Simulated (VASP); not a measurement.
An input for Ansatz (written as the equivalent of a VASP run, and not itself run):

Ansatz 0.2 input:
```yaml
crystal:
  lattice:
    - [3.1206030, 0.0000000, 0.0000000]
    - [-1.5603010, 2.7025210, 0.0000000]
    - [0.0000000, 0.0000000, 5.1108270]
  atoms:
    - { symbol: Cu, position: [0.6666670, 0.3333330, 0.0000000] }
    - { symbol: Cu, position: [0.3333330, 0.6666670, 0.5000000] }
    - { symbol: F, position: [0.6666670, 0.3333330, 0.6252000] }
    - { symbol: F, position: [0.3333330, 0.6666670, 0.1252000] }
kpoints:
  mp_grid: { grid: [2, 2, 2] }
hamiltonian:
  xc: hse06
  pseudopotentials: { kind: paw }
scf:
  occupations: { method: gaussian, width: 0.05 }
  max_iter: 100
output: { forces: true, stress: true, eigenvalues: true }
```

### Question
Translate this input to VASP (INCAR, KPOINTS, POSCAR, choice of POTCAR).

### Answer
One answer among several that fit: 
### POSCAR
```
CuF
1
    3.1206030000     0.0000000000     0.0000000000
   -1.5603010000     2.7025210000     0.0000000000
    0.0000000000     0.0000000000     5.1108270000
Cu F
2 2
Direct
  0.6666670000   0.3333330000   0.0000000000
  0.3333330000   0.6666670000   0.5000000000
  0.6666670000   0.3333330000   0.6252000000
  0.3333330000   0.6666670000   0.1252000000
```

### INCAR
```
SYSTEM=CuF
PREC=Accurate; ENCUT=520; LREAL=.False.
LASPH=.True.; ISYM=3
EDIFF=1E-6; NELM=100; ALGO=Normal
LMAXMIX=4
ISMEAR=0; SIGMA=0.05
GGA=PE; LHFCALC=.True.; AEXX=0.25
HFSCREEN=0.2; PRECFOCK=Fast
ISIF=2
LWAVE=.False.; LCHARG=.False.
```

### KPOINTS
```
Automatic mesh
0
Gamma
2 2 2
0 0 0
```

POTCAR, in this order: Cu F (PBE.64 set). Program: vasp_std.

The two are equivalent in intent, not identical: each code has its own PAW files, so the cut-off isn't converted (ENCUT is set for VASP's; basis.ecutwfc is left out, and Ansatz then takes the one that its files recommend); Ansatz stops its SCF on the density residual and VASP on the energy change (EDIFF); Ansatz's hse06 screens at 0.11 per bohr (0.208 per Å), slightly more than HFSCREEN = 0.2.

The structure was generated: CuF was put into the wurtzite type (P6_3mc), which need not be its known phase. The cell was not relaxed at this level. The k-mesh is coarse (spacing up to 1.16 per Å, 2π included), so the numbers may not be converged in it.
